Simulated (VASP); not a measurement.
Wanted: the native input for a VASP 6.6.1 run.

```
Task                   : relaxation of cell and atoms
Functional             : PBE
Potentials or basis    : VASP PAW PBE potentials, release 64 (Zn, C)
Cutoff                 : 600 eV
k mesh                 : 5 × 5 × 5
Occupations            : fermi-dirac, width 0.05 eV
Spin                   : no spin polarisation
Further INCAR settings : ALGO = Normal; EDIFF = 1e-07; IBRION = 2; EDIFFG = -0.01; NSW = 60; ISIF = 3
```

The structure of Zn6C lies in POSCAR:

```
Zn6C
1.0
   -3.1573100000      3.1573100000      3.1573100000
    3.1573100000     -3.1573100000      3.1573100000
    3.1573100000      3.1573100000     -3.1573100000
Zn C
6 1
Direct
    0.0000000000      0.3204500000      0.3204500000
    0.0000000000      0.6795500000      0.6795500000
    0.3204500000      0.0000000000      0.3204500000
    0.6795500000      0.0000000000      0.6795500000
    0.3204500000      0.3204500000      0.0000000000
    0.6795500000      0.6795500000      0.0000000000
    0.0000000000      0.0000000000      0.0000000000
```

The cell was built by a generator and needn't be a form met in nature.

The input as run:

INCAR

```
SYSTEM = Zn6C
  PREC = Accurate
  ENCUT = 600
  EDIFF = 1E-7
  ISMEAR = -1
  SIGMA = 0.05
  LREAL = .FALSE.
  LASPH = .TRUE.
  NELM = 100
  ALGO = Normal
  ISIF = 3
  LWAVE = .FALSE.
  LCHARG = .FALSE.
  GGA = PE
  IBRION = 2
  NSW = 60
  EDIFFG = -0.01
  PSTRESS = 0
```

KPOINTS

```
regular mesh
0
G
  5 5 5
  0 0 0
```

Potentials or basis: VASP PAW PBE potentials, release 64 (Zn, C).

Launch:

```bash
$ cat potpaw_PBE.64/Zn/POTCAR potpaw_PBE.64/C/POTCAR > POTCAR
$ mpirun -np 1 vasp_std > vasp.out
```

Results of the run:

The relaxed volume is 18.12 Å³/atom, the relaxed cell is a = 5.483 Å, b = 5.483 Å, c = 5.483 Å, α = 109.47°, β = 109.47°, γ = 109.47° and the space group after relaxing (to 0.05 Å) is Im-3m (No. 229). The energy gained by relaxing is 0.2 meV/atom. The ionic steps are 4 and the pressure after relaxing is 0.0 GPa. The largest force after relaxing is 0.005 eV/Å and the band gap on the k mesh is none (metal or under the smearing width).

It took 4.8 min on 1 thread of Intel(R) Xeon(R) Platinum 8375C CPU @ 2.90GHz (Ice Lake), on a shared host, peak memory 0.35 GiB.
